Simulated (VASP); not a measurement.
```
KZnF3
1.0
    4.20211     0.00000     0.00000
    0.00000     4.20211     0.00000
    0.00000     0.00000     4.20211
K Zn F
1 1 3
Direct
  0.00000   0.00000   0.00000
  0.50000   0.50000   0.50000
  0.50000   0.00000   0.50000
  0.00000   0.50000   0.50000
  0.50000   0.50000   0.00000
```

Method: PW91 GGA, VASP's PBE PAW potentials (set 64) (plane waves; VASP 6.6.1). Run with 520 eV cut-off, 6×6×6 Γ-centred mesh, Gaussian smearing of 0.050 eV, potentials K_sv Zn F.

### Question
Give the stress tensor in GPa (positive for a compressed cell).

### Answer

```
-3.55   0.00   0.00
 0.00  -3.55   0.00
 0.00   0.00  -3.55
```
The pressure is its mean diagonal, -3.55 GPa.

The compound is KZnF3 in the cubic perovskite structure. This cell is one point of a volume scan, at 1.06 of the reference volume.
